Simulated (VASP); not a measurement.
The system is CsTaS2.

```
Cs Ta S
1.0
     3.54238    0.00000    0.00000
    -1.77119    3.06779    0.00000
     0.00000    0.00000    8.26848
Cs Ta S
1 1 2
Direct
  0.00000 0.00000 0.50000
  0.33333 0.66667 0.00000
  0.66667 0.33333 0.18177
  0.66667 0.33333 0.81823
```

The cell was built by a generator and needn't be a form met in nature.

```yaml
Program: VASP 6.6.1
Task: relaxation of cell and atoms
Functional: PBE
Dispersion: D3
Potentials_or_basis: VASP PAW PBE potentials, release 64 (Cs_sv, Ta_pv, S)
Cutoff: 600 eV
k_mesh: 7 × 7 × 3
Occupations: fermi-dirac, width 0.05 eV
Spin: no spin polarisation
```

At the start: pressure -1.8 GPa; volume 22.46 Å³/atom.

Where does the relaxation end?

Over 8 steps the energy falls by 2.9 meV/atom and the volume is 21.98 Å³/atom (-2.1 %); space group P-6m2 (No. 187, to 0.05 Å).

The path:
```tsv
step	energy change (eV)	largest force (eV/Å)	pressure (GPa)	volume (Å³)
1	0.0000	0.0880	-1.75	89.86
2	-0.0028	0.2947	1.67	86.69
3	-0.0104	0.1147	0.04	88.12
4	-0.0117	0.0219	-0.01	87.98
5	-0.0117	0.0143	-0.01	87.96
6	-0.0117	0.0129	-0.02	87.96
7	-0.0117	0.0105	-0.02	87.96
8	-0.0117	0.0053	0.00	87.93
```

Final structure:
```
Cs Ta S
1.0
     3.50718    0.00000    0.00000
    -1.75359    3.03731    0.00000
     0.00000    0.00000    8.25405
Cs Ta S
1 1 2
Direct
  0.00000 0.00000 0.50000
  0.33333 0.66667 0.00000
  0.66667 0.33333 0.18222
  0.66667 0.33333 0.81778
```
